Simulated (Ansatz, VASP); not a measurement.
CdHgS2: VASP beside Ansatz

```xyz
4
Lattice="4.1809 0.0000 0.0000 0.0000 4.1809 0.0000 0.0000 0.0000 5.8843" Properties=species:S:1:pos:R:3 pbc="T T T"
Cd    0.0000    0.0000    0.0000
S     0.0000    2.0904    1.4508
S     2.0904    0.0000    4.4335
Hg    2.0904    2.0904    2.9421
```

The cell was built by a generator and needn't be a form met in nature.

Alike in both runs: task single point; functional HSE06; k mesh 4 × 4 × 2; no spin polarisation.

|  | VASP | Ansatz |
| --- | --- | --- |
| version | VASP 6.6.1 | Ansatz 0.2.0 |
| potentials or method | VASP PAW PBE potentials, release 64 (Cd, S, Hg) | plane waves, PAW |
| plane-wave cutoff (eV) | 520 | 420 |
| occupations | gaussian, width 0.01 eV | fixed |
| valence electrons in the cell | 36 | 52 |

VASP gave:

| Property | Result |
| --- | --- |
| gap on the k mesh at the Fermi level (eV) | 1.21 |
| pressure (GPa) | 0.3 |
| largest component of the traceless stress (GPa) | 0.10 |
| rms of the force components (eV/Å) | 0.023 |

Problem. What did Ansatz give for the same quantities?

Solution. gap on the k mesh at the Fermi level (eV): 1.21; pressure (GPa): 0.0; largest component of the traceless stress (GPa): 0.07; rms of the force components (eV/Å): 0.022.

The two sets of potentials don't hold the same shells in valence. Ansatz warned: «stress_exchange_threshold_loose».

Caveats: the k mesh is coarse (spacing up to 0.53 Å⁻¹), so the values aren't converged, least of all with exact exchange; the PAW data sets were made with another functional, which shifts forces and pressure a little (VASP); spin-orbit coupling is left out, which moves the levels of the heavy elements.
